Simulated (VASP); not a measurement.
AlGa3As4: relaxation of cell and atoms with PBEsol

AlGa3As4:

```xyz
16
Lattice="-5.6685 5.6685 0.0000 -5.6686 -0.0001 5.6680 0.0001 5.6686 5.6680" Properties=species:S:1:pos:R:3 pbc="T T T"
Al   -5.6685    5.6685   11.3339
Al   -8.5027    8.5027   11.3339
Ga   -2.8355    5.6673    8.5020
Ga   -5.6673    2.8355    8.5020
Ga   -5.6697    8.5015    8.5020
Ga   -8.5015    5.6697    8.5020
Ga   -8.5027    8.5027    5.6694
Ga   -5.6685    5.6685    5.6694
As   -9.9196    7.0859    7.0853
As   -7.0853    4.2516    7.0853
As   -7.0856    7.0856    4.2511
As   -9.9199    9.9199    9.9192
As   -4.2514    4.2514    4.2511
As   -7.0856    7.0856    9.9192
As   -7.0859    9.9196    7.0853
As   -4.2516    7.0853    7.0853
```

The cell was built by a generator and needn't be a form met in nature.

```yaml
Program: VASP 6.6.1
Task: relaxation of cell and atoms
Functional: PBEsol
Potentials_or_basis: VASP PAW PBE potentials, release 64 (Al, Ga_d, As)
Cutoff: 600 eV
k_mesh: 6 × 6 × 6
Occupations: gaussian, width 0.03 eV
Spin: no spin polarisation
Further_INCAR_settings: ALGO = Normal; EDIFF = 1e-07; IBRION = 2; EDIFFG = -0.005; NSW = 90; ISIF = 3
```

| Property | Result |
| --- | --- |
| Energy gained by relaxing | 0.0 meV/atom |
| Ionic steps | 2 |
| Pressure after relaxing | 0.0 GPa |
| Largest force after relaxing | 0.004 eV/Å |
| Band gap on the k mesh | 0.64 eV |

Forces on the atoms (eV/Å):
```
Al   0.000  0.000 -0.004
Al   0.000  0.000 -0.004
Ga  -0.002 -0.002  0.000
Ga   0.002  0.002  0.000
Ga  -0.002 -0.002  0.000
Ga   0.002  0.002  0.000
Ga   0.000  0.000  0.002
Ga   0.000  0.000  0.002
As  -0.001 -0.001  0.000
As  -0.001 -0.001  0.000
As   0.000  0.000  0.000
As   0.000  0.000  0.000
As   0.000  0.000  0.000
As   0.000  0.000  0.000
As   0.001  0.001  0.000
As   0.001  0.001  0.000
```

Final structure:
```
Al Ga As
1.0
    -5.66855    5.66855    0.00000
    -5.66857   -0.00002    5.66781
     0.00002    5.66857    5.66781
Al Ga As
2 6 8
Direct
  0.00022 0.99978 0.99978
  0.50022 0.99978 0.99978
  0.00000 0.50026 0.99973
  0.00000 0.99973 0.50026
  0.50000 0.50026 0.99973
  0.50000 0.99973 0.50026
  0.99985 0.50015 0.50015
  0.49985 0.50015 0.50015
  0.87497 0.87498 0.37508
  0.37497 0.87498 0.37508
  0.87499 0.37501 0.37501
  0.87499 0.87501 0.87501
  0.37499 0.37501 0.37501
  0.37499 0.87501 0.87501
  0.87497 0.37508 0.87498
  0.37497 0.37508 0.87498
```

Levels at points of the mesh, in eV from the valence-band top:
```csv
k point,band 59,band 60,band 61,band 62,band 63,band 64,band 65,band 66
"(0.00, 0.00, 0.00)",-1.04,-0.01,-0.01,0.00,0.64,0.94,0.97,1.24
"(0.50, 0.00, 0.00)",-0.63,-0.63,-0.63,-0.63,1.59,1.59,2.08,2.08
"(0.00, 0.50, 0.00)",-0.70,-0.69,-0.56,-0.56,1.47,1.71,1.96,2.19
"(0.50, 0.50, 0.00)",-1.16,-1.16,-1.12,-1.12,2.02,2.02,2.70,2.70
"(0.00, 0.50, 0.50)",-1.14,-1.14,-1.13,-1.13,1.93,2.11,2.75,2.76
```

Wall time 13 min on 1 × NVIDIA H100 80GB with 1 thread of AMD EPYC 7R13 Processor (Zen 3), on a shared host, peak memory 2.2 GiB.

Caveat: the PAW data sets were made with another functional, which shifts forces and pressure a little. A k mesh can miss the band edges.
